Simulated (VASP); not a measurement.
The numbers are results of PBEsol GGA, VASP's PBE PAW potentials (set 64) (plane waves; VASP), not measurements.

The input files of a VASP run:

INCAR:
```
SYSTEM  =  NaF
PREC  =  Accurate; ENCUT  =  520; LREAL  =  F
LASPH  =  T
EDIFF  =  1E-8; NELM  =  100; ALGO  =  Normal
ISMEAR  =  0; SIGMA  =  0.01
GGA  =  PS
IBRION  =  8; NSW  =  1
LWAVE  =  F; LCHARG  =  F
LEPSILON  =  T
```

**KPOINTS**
```
Regular mesh
0
G
10 10 10
0 0 0
```

POSCAR:
```
NaF
1.0
  0.0000000000   2.3150000000   2.3150000000
  2.3150000000   0.0000000000   2.3150000000
  2.3150000000   2.3150000000   0.0000000000
Na F
1 1
direct
  0.0000000000   0.0000000000   0.0000000000
  0.5000000000   0.5000000000   0.5000000000
```

POTCAR, in this order: Na_pv F (PBE.64 set). Program: vasp_std.

The resulting files:

OUTCAR:
```
 ion  position               nearest neighbor table
   1  0.000  0.000  0.000-   2 2.31   2 2.31   2 2.31   2 2.31   2 2.31   2 2.31
   2  0.500  0.500  0.500-   1 2.31   1 2.31   1 2.31   1 2.31   1 2.31   1 2.31
  LATTYP: Found a face centered cubic cell.
 ALAT       =     4.6300000000
 Subroutine PRICEL returns:
 Original cell was already a primitive cell.
 Subroutine GETGRP returns: Found 48 space group operations
The static configuration has the point symmetry O_h .
The dynamic configuration has the point symmetry O_h .
 Subroutine INISYM returns: Found 48 space group operations
 Subroutine IBZKPT returns following result:
 Found     47 irreducible k-points:

 Following reciprocal coordinates:
            Coordinates               Weight
  0.000000  0.000000  0.000000      1.000000
  0.100000  0.000000  0.000000      8.000000
  0.200000  0.000000  0.000000      8.000000
  0.300000  0.000000  0.000000      8.000000
  0.400000  0.000000  0.000000      8.000000
  0.500000  0.000000  0.000000      4.000000
  0.100000  0.100000  0.000000      6.000000
  0.200000  0.100000  0.000000     24.000000
  0.300000  0.100000  0.000000     24.000000
  0.400000  0.100000  0.000000     24.000000
  0.500000  0.100000  0.000000     24.000000
 -0.400000  0.100000  0.000000     24.000000
 -0.300000  0.100000  0.000000     24.000000
 -0.200000  0.100000  0.000000     24.000000
 -0.100000  0.100000  0.000000     12.000000
  0.200000  0.200000  0.000000      6.000000
  0.300000  0.200000  0.000000     24.000000
  0.400000  0.200000  0.000000     24.000000
  0.500000  0.200000  0.000000     24.000000
 -0.400000  0.200000  0.000000     24.000000
 -0.300000  0.200000  0.000000     24.000000
 -0.200000  0.200000  0.000000     12.000000
  0.300000  0.300000  0.000000      6.000000
  0.400000  0.300000  0.000000     24.000000
...
```

### OUTCAR
```


 HEAD OF MICROSCOPIC STATIC DIELECTRIC TENSOR (INDEPENDENT PARTICLE, excluding Hartree and local field effects)
 ------------------------------------------------------
           1.909742     0.000000    -0.000000
          -0.000000     1.909742     0.000000
           0.000000     0.000000     1.909742
 ------------------------------------------------------

 MACROSCOPIC STATIC DIELECTRIC TENSOR (including local field effects in DFT)
 ------------------------------------------------------
           1.883023     0.000000    -0.000000
           0.000000     1.883023    -0.000000
           0.000000     0.000000     1.883023
 ------------------------------------------------------

 PIEZOELECTRIC TENSOR (including local field effects)  for field in x, y, z        (e  Angst)
          XX          YY          ZZ          XY          YZ          ZX
  --------------------------------------------------------------------------------
  x     0.00000     0.00000     0.00000     0.00000     0.00000     0.00000
  y     0.00000     0.00000     0.00000     0.00000     0.00000     0.00000
  z     0.00000     0.00000     0.00000     0.00000     0.00000     0.00000

 PIEZOELECTRIC TENSOR (including local field effects)  for field in x, y, z        (C/m^2)
          XX          YY          ZZ          XY          YZ          ZX
  --------------------------------------------------------------------------------
  x     0.00000     0.00000     0.00000     0.00000     0.00000     0.00000
  y     0.00000     0.00000     0.00000     0.00000     0.00000     0.00000
  z     0.00000     0.00000     0.00000     0.00000     0.00000     0.00000

 BORN EFFECTIVE CHARGES (including local field effects) (in |e|, cummulative output)
 ---------------------------------------------------------------------------------
 ion    1
    1     1.00765     0.00000     0.00000
    2     0.00000     1.00765     0.00000
    3     0.00000     0.00000     1.00765
 ion    2
    1    -1.00765     0.00000     0.00000
    2     0.00000    -1.00765     0.00000
    3     0.00000     0.00000    -1.00765

   1 f  =    7.239947 THz    45.489929 2PiTHz  241.498639 cm-1    29.942002 meV

   2 f  =    7.239947 THz    45.489929 2PiTHz  241.498639 cm-1    29.942002 meV

   3 f  =    7.239947 THz    45.489929 2PiTHz  241.498639 cm-1    29.942002 meV

   4 f/i=    0.024710 THz     0.155259 2PiTHz    0.824245 cm-1     0.102193 meV

   5 f/i=    0.024710 THz     0.155259 2PiTHz    0.824245 cm-1     0.102193 meV

   6 f/i=    0.024710 THz     0.155259 2PiTHz    0.824245 cm-1     0.102193 meV

 MACROSCOPIC STATIC DIELECTRIC TENSOR IONIC CONTRIBUTION
 ------------------------------------------------------
           3.316827     0.000000     0.000000
           0.000000     3.316827     0.000000
           0.000000     0.000000     3.316827
 ------------------------------------------------------

 ELASTIC MODULI CONTR FROM IONIC RELAXATION (kBar)
 Direction    XX          YY          ZZ          XY          YZ          ZX
 --------------------------------------------------------------------------------
 XX           0.0000      0.0000      0.0000      0.0000      0.0000      0.0000
 YY           0.0000      0.0000      0.0000      0.0000      0.0000      0.0000
 ZZ           0.0000      0.0000      0.0000      0.0000      0.0000      0.0000
 XY           0.0000      0.0000      0.0000      0.0000      0.0000      0.0000
 YZ           0.0000      0.0000      0.0000      0.0000      0.0000      0.0000
 ZX           0.0000      0.0000      0.0000      0.0000      0.0000      0.0000
 --------------------------------------------------------------------------------

 PIEZOELECTRIC TENSOR IONIC CONTR  for field in x, y, z        (C/m^2)
          XX          YY          ZZ          XY          YZ          ZX
  --------------------------------------------------------------------------------
  x     0.00000     0.00000     0.00000     0.00000     0.00000     0.00000
  y     0.00000     0.00000     0.00000     0.00000     0.00000     0.00000
  z     0.00000     0.00000     0.00000     0.00000     0.00000     0.00000
```
(Selected blocks of OUTCAR.)

The compound is NaF in the rock salt structure. The cell was not relaxed at this level.
